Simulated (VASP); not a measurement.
All values below come from PBE GGA with D4 dispersion, VASP's PBE PAW potentials (set 64) (plane waves; VASP).

The input files of a VASP run:

### KPOINTS
```
K-points
0
Gamma
  6 6 6
0 0 0
```

### POSCAR
```
SrTiO3
1
    3.9203977234     0.0000000000    -0.0000000000
   -0.0000000000     3.9203977234    -0.0000000000
    0.0000000000     0.0000000000     3.9203977234
Sr Ti O
1 1 3
Direct
  0.0000000000   0.0000000000   0.0000000000
  0.5000000000   0.5000000000   0.5000000000
  0.5000000000   0.0000000000   0.5000000000
  0.0000000000   0.5000000000   0.5000000000
  0.5000000000   0.5000000000   0.0000000000
```

**INCAR**
```
ALGO=Normal
EDIFF=1E-7
ENCUT=520
GGA=PE
ISIF=2
ISMEAR=-5
IVDW=13
LASPH=T
LCHARG=T
LEFG=T
LMAXMIX=4
LORBIT=11
LREAL=F
LWAVE=F
NEDOS=601
NELM=100
PREC=Accurate
SYSTEM=SrTiO3
```

POTCAR, in this order: Sr_sv Ti_sv O (PBE.64 set). Program: vasp_std.

Output of the run:

**OSZICAR**
```
       N       E                     dE             d eps       ncg     rms          rms(c)
DAV:   1     0.455492851059E+03    0.45549E+03   -0.21988E+04   960   0.185E+03
DAV:   2    -0.232438550475E+01   -0.45782E+03   -0.45211E+03  1136   0.501E+02
DAV:   3    -0.483046235563E+02   -0.45980E+02   -0.45917E+02  1400   0.152E+02
DAV:   4    -0.503633123413E+02   -0.20587E+01   -0.20578E+01  1368   0.292E+01
DAV:   5    -0.504331764157E+02   -0.69864E-01   -0.69862E-01  1336   0.410E+00    0.269E+01
DAV:   6    -0.401574353695E+02    0.10276E+02   -0.67628E+01  1424   0.748E+01    0.161E+01
DAV:   7    -0.401691738183E+02   -0.11738E-01   -0.91493E+00  1192   0.236E+01    0.105E+01
DAV:   8    -0.402078567898E+02   -0.38683E-01   -0.21916E+00  1224   0.158E+01    0.321E+00
DAV:   9    -0.400971923091E+02    0.11066E+00   -0.58143E-01  1168   0.753E+00    0.914E-01
DAV:  10    -0.401011438816E+02   -0.39516E-02   -0.10476E-01  1360   0.238E+00    0.784E-01
DAV:  11    -0.400939821839E+02    0.71617E-02   -0.56556E-02  1472   0.203E+00    0.163E-01
DAV:  12    -0.400938265177E+02    0.15567E-03   -0.22747E-03  1144   0.532E-01    0.683E-02
DAV:  13    -0.400938395818E+02   -0.13064E-04   -0.26800E-04  1400   0.129E-01    0.491E-02
DAV:  14    -0.400938367298E+02    0.28520E-05   -0.50217E-05  1496   0.497E-02    0.149E-02
DAV:  15    -0.400938351796E+02    0.15502E-05   -0.10964E-05  1376   0.313E-02    0.489E-03
DAV:  16    -0.400938356020E+02   -0.42235E-06   -0.18480E-06  1248   0.124E-02    0.283E-03
DAV:  17    -0.400938354779E+02    0.12403E-06   -0.35716E-07  1072   0.669E-03    0.138E-03
DAV:  18    -0.400938354400E+02    0.37946E-07   -0.15395E-07   680   0.265E-03
   1 F= -.41059396E+02 E0= -.41059396E+02  d E =0.000000E+00
```

**OUTCAR**
```
------------------------ aborting loop because EDIFF is reached ----------------------------------------
  Edisp (eV):   -0.96556
  FORCE on cell =-STRESS in cart. coord.  units (eV):
  Direction    XX          YY          ZZ          XY          YZ          ZX
  --------------------------------------------------------------------------------------
  Total      -0.00710    -0.00710    -0.00710    -0.00000     0.00000    -0.00000
  in kB      -0.18880    -0.18880    -0.18880    -0.00000     0.00000    -0.00000
  external pressure =       -0.19 kB  Pullay stress =        0.00 kB
  volume of cell :       60.25
      direct lattice vectors                 reciprocal lattice vectors
     3.920397723  0.000000000  0.000000000     0.255076161  0.000000000  0.000000000
     0.000000000  3.920397723  0.000000000     0.000000000  0.255076161  0.000000000
     0.000000000  0.000000000  3.920397723     0.000000000  0.000000000  0.255076161
 POSITION                                       TOTAL-FORCE (eV/Angst)
 -----------------------------------------------------------------------------------
      0.00000      0.00000      0.00000         0.000000      0.000000      0.000000
      1.96020      1.96020      1.96020         0.000000      0.000000      0.000000
      1.96020      0.00000      1.96020         0.000000      0.000000      0.000000
      0.00000      1.96020      1.96020         0.000000      0.000000      0.000000
      1.96020      1.96020      0.00000         0.000000      0.000000      0.000000
 -----------------------------------------------------------------------------------
    total drift:                                0.000000      0.000000     -0.000000
  FREE ENERGIE OF THE ION-ELECTRON SYSTEM (eV)
  ---------------------------------------------------
  free  energy   TOTEN  =       -41.0593961724 eV

  energy  without entropy=      -41.0593961724  energy(sigma->0) =      -41.05939617

 total charge

# of ion       s       p       d       tot
------------------------------------------
    1        1.998   5.794   0.197   7.989
    2        2.228   6.312   1.747  10.286
    3        1.564   3.487   0.000   5.051
    4        1.564   3.487   0.000   5.051
    5        1.564   3.487   0.000   5.051
--------------------------------------------------
tot          8.918  22.568   1.944  33.430

 Electric field gradients after diagonalization (V/A^2)
 (convention: |V_zz| > |V_xx| > |V_yy|)
----------------------------------------------------------------------
 ion       V_xx      V_yy      V_zz     asymmetry (V_yy - V_xx)/ V_zz
----------------------------------------------------------------------
   1       0.000     0.000     0.000      -0.158
   2       0.000    -0.000     0.000      -0.104
   3      -6.287    -6.287    12.573       0.000
   4      -6.287    -6.287    12.573       0.000
   5      -6.287    -6.287    12.573       0.000
```
(Selected blocks of OUTCAR.)

The compound is SrTiO3 in the cubic perovskite structure, the ideal cubic form; the compound distorts at low or room temperature. It was relaxed first.
